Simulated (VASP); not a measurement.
Calculation: PBE GGA, VASP's PBE PAW potentials (set 64) (plane waves; VASP 6.6.1).

A VASP calculation is set up with these files.

INCAR:
```
LREAL = .FALSE.   # projection in real space or not
ENCUT = 500   # plane-wave cut-off (eV)
IBRION = 2   # conjugate gradients
EDIFF = 1E-6   # SCF stop (eV)
LWAVE = .FALSE.
ISIF = 3
NELM = 100   # most electronic steps
LMAXMIX = 4   # l cut-off of mixed one-centre charges
LASPH = .TRUE.   # aspherical one-centre terms
PREC = Accurate
ALGO = Normal   # blocked Davidson
ISMEAR = 1   # Methfessel-Paxton
LCHARG = .FALSE.
SYSTEM = Zn
EDIFFG = -0.02   # ionic stop
GGA = PE
NSW = 40   # most ionic steps
SIGMA = 0.1   # width (eV)
```

KPOINTS:
```
Automatic mesh
0
Gamma
16 16 8
0 0 0
```

### POSCAR
```
Zn
1
    1.3356537047    -2.3134205093     0.0000000000
    1.3356537047     2.3134205093     0.0000000000
    0.0000000000    -0.0000000000     4.8533396134
Zn
2
Direct
  0.3333330000   0.6666670000   0.2500000000
  0.6666670000   0.3333330000   0.7500000000
```

POTCAR, in this order: Zn (PBE.64 set). Program: vasp_std.

Output

**OSZICAR**
```
       N       E                     dE             d eps       ncg     rms          rms(c)
DAV:   1     0.931714881020E+02    0.93171E+02   -0.12579E+04  4928   0.231E+03
DAV:   2     0.373973308742E-01   -0.93134E+02   -0.91933E+02  4920   0.294E+02
DAV:   3    -0.243064718472E+01   -0.24680E+01   -0.24644E+01  6016   0.592E+01
DAV:   4    -0.243741038437E+01   -0.67632E-02   -0.67629E-02  5712   0.316E+00
DAV:   5    -0.243742051366E+01   -0.10129E-04   -0.10129E-04  5832   0.994E-02    0.410E+00
DAV:   6    -0.223661286040E+01    0.20081E+00   -0.99219E-01  4944   0.222E+01    0.307E+00
DAV:   7    -0.222751305705E+01    0.90998E-02   -0.30013E-02  6072   0.324E+00    0.158E+00
DAV:   8    -0.222303334126E+01    0.44797E-02   -0.17748E-03  6432   0.715E-01    0.465E-02
DAV:   9    -0.222303766162E+01   -0.43204E-05   -0.25105E-04  6960   0.242E-01    0.337E-02
DAV:  10    -0.222304043447E+01   -0.27728E-05   -0.24198E-05  5256   0.680E-02    0.290E-03
DAV:  11    -0.222304022954E+01    0.20493E-06   -0.14088E-07  3256   0.560E-03
   1 F= -.22230402E+01 E0= -.22230559E+01  d E =-.222304E+01
       N       E                     dE             d eps       ncg     rms          rms(c)
DAV:   1    -0.226437579390E+01   -0.41335E-01   -0.58384E-01  5504   0.120E+01    0.135E+00
DAV:   2    -0.223349284587E+01    0.30883E-01   -0.10374E-01  5616   0.689E+00    0.583E-01
DAV:   3    -0.222761664792E+01    0.58762E-02   -0.30593E-03  5808   0.942E-01    0.297E-01
DAV:   4    -0.222570646577E+01    0.19102E-02   -0.19523E-03  7240   0.714E-01    0.346E-02
DAV:   5    -0.222573502688E+01   -0.28561E-04   -0.33493E-04  5400   0.249E-01    0.134E-02
DAV:   6    -0.222573266261E+01    0.23643E-05   -0.31362E-05  5368   0.106E-01    0.381E-03
DAV:   7    -0.222573286854E+01   -0.20593E-06   -0.11315E-06  2960   0.230E-02
   2 F= -.22257329E+01 E0= -.22258634E+01  d E =-.269264E-02
       N       E                     dE             d eps       ncg     rms          rms(c)
DAV:   1    -0.223276672741E+01   -0.70341E-02   -0.10005E-01  5520   0.492E+00    0.561E-01
DAV:   2    -0.222746041123E+01    0.53063E-02   -0.18101E-02  5520   0.288E+00    0.241E-01
DAV:   3    -0.222644500734E+01    0.10154E-02   -0.54800E-04  5784   0.407E-01    0.124E-01
DAV:   4    -0.222610908853E+01    0.33592E-03   -0.33501E-04  7192   0.300E-01    0.142E-02
DAV:   5    -0.222611481525E+01   -0.57267E-05   -0.58906E-05  5416   0.101E-01    0.506E-03
DAV:   6    -0.222611454743E+01    0.26782E-06   -0.41769E-06  4664   0.384E-02
   3 F= -.22261145E+01 E0= -.22262452E+01  d E =-.307432E-02
       N       E                     dE             d eps       ncg     rms          rms(c)
DAV:   1    -0.225189461784E+01   -0.25780E-01   -0.39719E-01  5520   0.980E+00    0.111E+00
DAV:   2    -0.223084859430E+01    0.21046E-01   -0.70799E-02  5568   0.567E+00    0.480E-01
DAV:   3    -0.222681770356E+01    0.40309E-02   -0.21321E-03  5680   0.782E-01    0.245E-01
DAV:   4    -0.222550459117E+01    0.13131E-02   -0.13535E-03  7168   0.588E-01    0.287E-02
DAV:   5    -0.222552523746E+01   -0.20646E-04   -0.23684E-04  5352   0.207E-01    0.110E-02
DAV:   6    -0.222552364770E+01    0.15898E-05   -0.20589E-05  5312   0.858E-02    0.301E-03
DAV:   7    -0.222552385355E+01   -0.20585E-06   -0.70652E-07  2728   0.180E-02
   4 F= -.22255239E+01 E0= -.22255763E+01  d E =-.248362E-02
       N       E                     dE             d eps       ncg     rms          rms(c)
DAV:   1    -0.224269753545E+01   -0.17174E-01   -0.24776E-01  5536   0.762E+00    0.888E-01
DAV:   2    -0.222946782605E+01    0.13230E-01   -0.46559E-02  5376   0.464E+00    0.380E-01
DAV:   3    -0.222696481034E+01    0.25030E-02   -0.15586E-03  5768   0.702E-01    0.197E-01
DAV:   4    -0.222612189090E+01    0.84292E-03   -0.82660E-04  7256   0.487E-01    0.223E-02
DAV:   5    -0.222613243387E+01   -0.10543E-04   -0.14149E-04  5200   0.149E-01    0.701E-03
DAV:   6    -0.222613179377E+01    0.64010E-06   -0.66970E-06  5168   0.463E-02
   5 F= -.22261318E+01 E0= -.22262536E+01  d E =-.309156E-02
       N       E                     dE             d eps       ncg     rms          rms(c)
DAV:   1    -0.222625951185E+01   -0.12708E-03   -0.18752E-03  5520   0.666E-01    0.771E-02
DAV:   2    -0.222615936591E+01    0.10015E-03   -0.34235E-04  5472   0.398E-01    0.331E-02
DAV:   3    -0.222614084294E+01    0.18523E-04   -0.10841E-05  5752   0.580E-02    0.170E-02
DAV:   4    -0.222613483578E+01    0.60072E-05   -0.56077E-06  5720   0.418E-02    0.183E-03
DAV:   5    -0.222613488433E+01   -0.48552E-07   -0.17487E-06  3168   0.170E-02
   6 F= -.22261349E+01 E0= -.22262600E+01  d E =-.309465E-02
```

**OUTCAR**
```
------------------------ aborting loop because EDIFF is reached ----------------------------------------
  FORCE on cell =-STRESS in cart. coord.  units (eV):
  Direction    XX          YY          ZZ          XY          YZ          ZX
  --------------------------------------------------------------------------------------
  Total       -0.0341872     -0.0341872      0.0092504      0.0000000     -0.0000000      0.0000000
  in kB       -1.8032914     -1.8032921      0.4879343      0.0000000     -0.0000000      0.0000000
  external PRESSURE =      -1.0395497 kB  Pullay stress =       0.0000000 kB
  volume of cell :       30.37
      direct lattice vectors                 reciprocal lattice vectors
     1.334364912 -2.311188254  0.000000000     0.374710093 -0.216338933  0.000000000
     1.334364912  2.311188254  0.000000000     0.374710093  0.216338933  0.000000000
     0.000000000  0.000000000  4.924568422     0.000000000  0.000000000  0.203063480
 POSITION                                       TOTAL-FORCE (eV/Angst)
 -----------------------------------------------------------------------------------
      1.33436      0.77040      1.23114         0.000000      0.000000      0.000000
      1.33436     -0.77040      3.69343        -0.000000     -0.000000      0.000000
 -----------------------------------------------------------------------------------
    total drift:                                0.000000      0.000074      0.000003
  FREE ENERGIE OF THE ION-ELECTRON SYSTEM (eV)
  ---------------------------------------------------
  free  energy   TOTEN  =        -2.2261348843 eV

  energy  without entropy=       -2.2265102502  energy(sigma->0) =       -2.22626001

 reached required accuracy - stopping structural energy minimisation
```
(Selected blocks of OUTCAR.)

File CONTCAR:
```
Zn
   1.00000000000000
     1.3343649122683179   -2.3111882540790014    0.0000000000000000
     1.3343649122683179    2.3111882540790014    0.0000000000000000
     0.0000000000000000    0.0000000000000000    4.9245684215298038
  Zn
     2
Direct
     0.3333330000000032    0.6666669999999968    0.2500000000000000
     0.6666669999999968    0.3333330000000032    0.7500000000000000
```

The compound is Zn in the hcp structure. This run relaxes it. Symmetry was kept, so distortions that lower it aren't found.
